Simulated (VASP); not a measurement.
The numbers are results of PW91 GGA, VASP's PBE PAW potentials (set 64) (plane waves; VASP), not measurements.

Input for VASP

KPOINTS:
```
Automatic mesh
0
Gamma
5 5 7
0 0 0
```

**INCAR**
```
SYSTEM = SnO2
PREC = Accurate
ENCUT = 520
EDIFF = 1E-7
NELM = 100
ALGO = Normal
LREAL = .FALSE.
LASPH = .TRUE.
ISMEAR = 0
SIGMA = 0.05
GGA = 91
LMAXMIX = 4
LWAVE = .FALSE.
LCHARG = .FALSE.
ISIF = 4
IBRION = 2
NSW = 30
EDIFFG = -0.01
```

### POSCAR
```
SnO2
1.0
  4.7289528186   0.0000000000   0.0000000000
  0.0000000000   4.7289528186   0.0000000000
  0.0000000000   0.0000000000   3.1760599314
Sn O
2 4
Cart
  4.7289528186   4.7289528186   3.1760599314
  2.3644764093   2.3644764093   1.5880299657
  1.4494194944   1.4494194944   0.0000000000
  3.8138959037   0.9150569149   1.5880299657
  0.9150569149   3.8138959037   1.5880299657
  3.2795333242   3.2795333242   0.0000000000
```

POTCAR, in this order: Sn_d O (PBE.64 set). Program: vasp_std.

The resulting files:

### OSZICAR
```
       N       E                     dE             d eps       ncg     rms          rms(c)
DAV:   1     0.661649714257E+03    0.66165E+03   -0.26545E+04  1612   0.264E+03
DAV:   2     0.537693042910E+02   -0.60788E+03   -0.58697E+03  1694   0.692E+02
DAV:   3    -0.394532587356E+02   -0.93223E+02   -0.91748E+02  1712   0.226E+02
DAV:   4    -0.439027240676E+02   -0.44495E+01   -0.44323E+01  1790   0.554E+01
DAV:   5    -0.440393785992E+02   -0.13665E+00   -0.13662E+00  1802   0.983E+00    0.165E+01
DAV:   6    -0.373585543356E+02    0.66808E+01   -0.26200E+01  2389   0.740E+01    0.598E+00
DAV:   7    -0.374807276188E+02   -0.12217E+00   -0.21850E+00  1600   0.887E+00    0.332E+00
DAV:   8    -0.374579204089E+02    0.22807E-01   -0.27088E-01  2102   0.553E+00    0.735E-01
DAV:   9    -0.374447524862E+02    0.13168E-01   -0.80868E-02  2319   0.422E+00    0.160E-01
DAV:  10    -0.374452149742E+02   -0.46249E-03   -0.51298E-03  2108   0.657E-01    0.534E-02
DAV:  11    -0.374453175676E+02   -0.10259E-03   -0.27296E-04  1989   0.140E-01    0.140E-02
DAV:  12    -0.374453205988E+02   -0.30312E-05   -0.17788E-05  2237   0.466E-02    0.104E-02
DAV:  13    -0.374453180838E+02    0.25151E-05   -0.11521E-05  2455   0.473E-02    0.244E-03
DAV:  14    -0.374453179087E+02    0.17501E-06   -0.11155E-06  2125   0.117E-02    0.105E-03
DAV:  15    -0.374453179105E+02   -0.17872E-08   -0.26409E-08  1115   0.149E-03
   1 F= -.37445318E+02 E0= -.37445318E+02  d E =-.374453E+02
       N       E                     dE             d eps       ncg     rms          rms(c)
DAV:   1    -0.374786028700E+02   -0.33285E-01   -0.55868E+00  1552   0.166E+01    0.126E+00
DAV:   2    -0.374720234663E+02    0.65794E-02   -0.26031E-01  1825   0.448E+00    0.718E-01
DAV:   3    -0.374556347513E+02    0.16389E-01   -0.19392E-02  2105   0.179E+00    0.185E-01
DAV:   4    -0.374555274662E+02    0.10729E-03   -0.73522E-03  2001   0.640E-01    0.608E-02
DAV:   5    -0.374554908178E+02    0.36648E-04   -0.64945E-04  1685   0.248E-01    0.228E-02
DAV:   6    -0.374554904294E+02    0.38842E-06   -0.66898E-05  2231   0.102E-01    0.915E-03
DAV:   7    -0.374554904813E+02   -0.51899E-07   -0.67317E-06  1850   0.274E-02    0.472E-03
DAV:   8    -0.374554909883E+02   -0.50700E-06   -0.95121E-07  1843   0.685E-03    0.900E-04
DAV:   9    -0.374554910000E+02   -0.11776E-07   -0.45940E-08  1003   0.239E-03
   2 F= -.37455491E+02 E0= -.37455491E+02  d E =-.101731E-01
       N       E                     dE             d eps       ncg     rms          rms(c)
DAV:   1    -0.374572462724E+02   -0.17553E-02   -0.24718E-01  1544   0.349E+00    0.264E-01
DAV:   2    -0.374569838120E+02    0.26246E-03   -0.11551E-02  1833   0.979E-01    0.150E-01
DAV:   3    -0.374562658169E+02    0.71800E-03   -0.85371E-04  2123   0.389E-01    0.380E-02
DAV:   4    -0.374562639517E+02    0.18652E-05   -0.33485E-04  1969   0.134E-01    0.124E-02
DAV:   5    -0.374562620624E+02    0.18892E-05   -0.32763E-05  1720   0.554E-02    0.446E-03
DAV:   6    -0.374562618944E+02    0.16803E-06   -0.35187E-06  2118   0.219E-02    0.158E-03
DAV:   7    -0.374562619596E+02   -0.65182E-07   -0.31085E-07  1446   0.505E-03
   3 F= -.37456262E+02 E0= -.37456262E+02  d E =-.109440E-01
       N       E                     dE             d eps       ncg     rms          rms(c)
DAV:   1    -0.374574911001E+02   -0.12292E-02   -0.12912E-01  1488   0.256E+00    0.201E-01
DAV:   2    -0.374570889978E+02    0.40210E-03   -0.27062E-03  2147   0.545E-01    0.120E-01
DAV:   3    -0.374567743323E+02    0.31467E-03   -0.27475E-04  2239   0.238E-01    0.153E-02
DAV:   4    -0.374567778130E+02   -0.34807E-05   -0.72960E-05  1845   0.628E-02    0.634E-03
DAV:   5    -0.374567782598E+02   -0.44680E-06   -0.23676E-06  1761   0.164E-02    0.245E-03
DAV:   6    -0.374567783141E+02   -0.54359E-07   -0.20367E-07  1283   0.581E-03
   4 F= -.37456778E+02 E0= -.37456778E+02  d E =-.516355E-03
       N       E                     dE             d eps       ncg     rms          rms(c)
DAV:   1    -0.374569711408E+02   -0.19288E-03   -0.29007E-02  1488   0.121E+00    0.953E-02
DAV:   2    -0.374568810552E+02    0.90086E-04   -0.60911E-04  2147   0.260E-01    0.566E-02
DAV:   3    -0.374568103960E+02    0.70659E-04   -0.61482E-05  2247   0.113E-01    0.728E-03
DAV:   4    -0.374568112358E+02   -0.83974E-06   -0.16335E-05  1838   0.295E-02    0.301E-03
DAV:   5    -0.374568114031E+02   -0.16732E-06   -0.52505E-07  1639   0.789E-03    0.115E-03
DAV:   6    -0.374568114199E+02   -0.16762E-07   -0.48078E-08  1003   0.287E-03
   5 F= -.37456811E+02 E0= -.37456811E+02  d E =-.549460E-03
```

### OUTCAR
```
------------------------ aborting loop because EDIFF is reached ----------------------------------------
  FORCE on cell =-STRESS in cart. coord.  units (eV):
  Direction    XX          YY          ZZ          XY          YZ          ZX
  --------------------------------------------------------------------------------------
  Total        5.5167665      5.5167665      5.4994490      0.0000000      0.0000000      0.0000000
  in kB      124.4447364    124.4447364    124.0540964      0.0000000      0.0000000      0.0000000
  external PRESSURE =     124.3145231 kB  Pullay stress =       0.0000000 kB
  volume of cell :       71.03
      direct lattice vectors                 reciprocal lattice vectors
     4.705721019 -0.000000000  0.000000000     0.212507285  0.000000000  0.000000000
    -0.000000000  4.705721019  0.000000000     0.000000000  0.212507285  0.000000000
     0.000000000  0.000000000  3.207497292     0.000000000  0.000000000  0.311769554
 POSITION                                       TOTAL-FORCE (eV/Angst)
 -----------------------------------------------------------------------------------
     -0.00000      4.70572      0.00000        -0.000000     -0.000000      0.000000
      2.35286      2.35286      1.60375        -0.000000     -0.000000      0.000000
      1.43809      1.43809      0.00000        -0.004090     -0.004090      0.000000
      3.79096      0.91477      1.60375        -0.004090      0.004090      0.000000
      0.91477      3.79096      1.60375         0.004090     -0.004090      0.000000
      3.26763      3.26763      0.00000         0.004090      0.004090      0.000000
 -----------------------------------------------------------------------------------
    total drift:                                0.000000      0.000000      0.000000
  FREE ENERGIE OF THE ION-ELECTRON SYSTEM (eV)
  ---------------------------------------------------
  free  energy   TOTEN  =       -37.4568114199 eV

  energy  without entropy=      -37.4568114199  energy(sigma->0) =      -37.45681142

 reached required accuracy - stopping structural energy minimisation
```
(Selected blocks of OUTCAR.)

File CONTCAR:
```
SnO2
   1.00000000000000
     4.7057210194126009   -0.0000000000000000    0.0000000000000000
    -0.0000000000000000    4.7057210194126009    0.0000000000000000
     0.0000000000000000    0.0000000000000000    3.2074972916855109
  Sn              O
     2     4
Direct
     0.0000000000000000    1.0000000000000000    0.0000000000000000
     0.5000000000000000    0.5000000000000000    0.5000000000000000
     0.3056056413852411    0.3056056413852411    0.0000000000000000
     0.8056056413852410    0.1943943586147589    0.5000000000000000
     0.1943943586147589    0.8056056413852410    0.5000000000000000
     0.6943943586147590    0.6943943586147590    0.0000000000000000
```

The compound is SnO2 in the rutile structure. This cell is one point of a volume scan, at 0.94 of the reference volume. Symmetry was kept, so distortions that lower it aren't found.
